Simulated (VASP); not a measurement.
VASP ran on this input.

**POSCAR**
```
NiAl
1
    2.8926903487     0.0000000000     0.0000000000
    0.0000000000     2.8926903487     0.0000000000
    0.0000000000     0.0000000000     2.8926903487
Al Ni
1 1
Direct
  0.5000000000   0.5000000000   0.5000000000
  0.0000000000   0.0000000000   0.0000000000
```

**INCAR**
```
LMAXMIX = 4
PREC = Accurate
LASPH = .True.   # aspherical one-centre terms
NSW = 40   # most ionic steps
ISIF = 3   # ions, shape and volume
SIGMA = 0.1
ALGO = Normal
ISMEAR = 1
IBRION = 2   # conjugate gradients
LCHARG = .False.
SYSTEM = NiAl
ENCUT = 500   # plane-wave cut-off (eV)
LWAVE = .False.
EDIFFG = -0.02
EDIFF = 1E-6   # SCF stop (eV)
LREAL = .False.   # projection in real space or not
GGA = PE
NELM = 100
```

### KPOINTS
```
Automatic mesh
0
Gamma
13 13 13
0 0 0
```

POTCAR, in this order: Al Ni (PBE.64 set). Program: vasp_std.

Translate this PBE calculation to Quantum ESPRESSO's pw.x.

One equivalent input (not run):
```
&CONTROL
  calculation = 'vc-relax'
  pseudo_dir = './pseudo'
  outdir = './out'
  tprnfor = .true.
  tstress = .true.
  nstep = 40
  forc_conv_thr = 0.00078
/
&SYSTEM
  ibrav = 0
  nat = 2
  ntyp = 2
  ecutwfc = 98
  occupations = 'smearing'
  smearing = 'methfessel-paxton'
  degauss = 0.00735
  input_dft = 'pbe'
/
&ELECTRONS
  conv_thr = 7.3e-08
  electron_maxstep = 100
/
&IONS
/
&CELL
/
ATOMIC_SPECIES
  Al 26.982 Al.upf
  Ni 58.693 Ni.upf
CELL_PARAMETERS angstrom
     2.8926903    0.0000000    0.0000000
     0.0000000    2.8926903    0.0000000
     0.0000000    0.0000000    2.8926903
ATOMIC_POSITIONS crystal
  Al   0.5000000  0.5000000  0.5000000
  Ni   0.0000000  0.0000000  0.0000000
K_POINTS automatic
  13 13 13 0 0 0
```
Limits of the translation: the potentials are each code's own (VASP's PAW set, PseudoDojo norm-conserving files in pw.x), so ENCUT and ecutwfc are chosen apart and not converted; conv_thr bounds pw.x's estimated SCF error, while EDIFF bounds the energy change between steps; forc_conv_thr acts on force components and is met together with etot_conv_thr.

The compound is NiAl in the CsCl type structure. It was relaxed first.
